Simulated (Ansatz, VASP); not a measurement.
## TaSeF in VASP and in Ansatz

```
Ta Se F
1.0
     3.66980    0.00000    0.00000
     0.00000    3.66980    0.00000
     0.00000    0.00000    4.14531
Ta Se F
1 1 1
Direct
  0.00000 0.00000 0.50000
  0.50000 0.50000 0.50000
  0.00000 0.00000 0.00000
```

Alike in both runs: functional PBE; k mesh 12 × 12 × 12; occupations gaussian, width 0.1 eV; no spin polarisation.

Ansatz relaxed the structure, and its values are those at the end. VASP's run is a single point on that final structure, the one shown.

```csv
,VASP,Ansatz
version,VASP 6.6.1,Ansatz 0.2.0
potentials or method,"VASP PAW PBE potentials, release 64 (Ta_pv, Se, F)","scalar-relativistic, plane waves, PAW"
plane-wave cutoff (eV),520,420
valence electrons in the cell,24,36
```

Ansatz gave:

```
gap on the k mesh at the Fermi level (eV) : none
pressure (GPa)                            : 0.0
```

Problem. What did VASP give for the same quantities?

Solution. gap on the k mesh at the Fermi level (eV): none; pressure (GPa): 0.2.

A gap of «none» marks a metal or a gap that the smearing closes. With one functional, cell and mesh, what is left measures potentials, basis and numerics. The two sets of potentials don't hold the same shells in valence.

Spin-orbit coupling is left out, which matters for the levels of Ta.
